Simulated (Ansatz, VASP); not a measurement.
# MoN2 in VASP and in Ansatz

```
Mo N
1.0
     3.01293    0.00000    0.00000
    -1.50646    2.60927    0.00000
     0.00000    0.00000    6.98679
Mo N
2 4
Direct
  0.33333 0.66667 0.25000
  0.66667 0.33333 0.75000
  0.33333 0.66667 0.60087
  0.66667 0.33333 0.10087
  0.33333 0.66667 0.89913
  0.66667 0.33333 0.39913
```

Alike in both runs: functional PBEsol; k mesh 15 × 15 × 6; occupations gaussian, width 0.1 eV; no spin polarisation.

Ansatz relaxed the structure, and its values are those at the end. VASP's run is a single point on that final structure, the one shown.

|  | VASP | Ansatz |
| --- | --- | --- |
| version | VASP 6.6.1 | Ansatz 0.2.0 |
| potentials or method | VASP PAW PBE potentials, release 64 (Mo_sv, N) | scalar-relativistic, plane waves, PAW |
| plane-wave cutoff (eV) | 520 | 420 |
| valence electrons in the cell | 48 | 48 |

|  | VASP | Ansatz | Ansatz less VASP |
| --- | --- | --- | --- |
| gap on the k mesh at the Fermi level (eV) | none | none | - |
| pressure (GPa) | 21.0 | 20.4 | -0.59 |
| rms of the force components (eV/Å) | 0.018 | 0.000 | -0.0176 |

A gap of «none» marks a metal or a gap that the smearing closes.

Caveats: so large a pressure means that the cell lies far from this level's equilibrium, or that cutoff or potentials fall short (VASP); the potentials were made for another functional, which shifts forces and pressure (VASP).
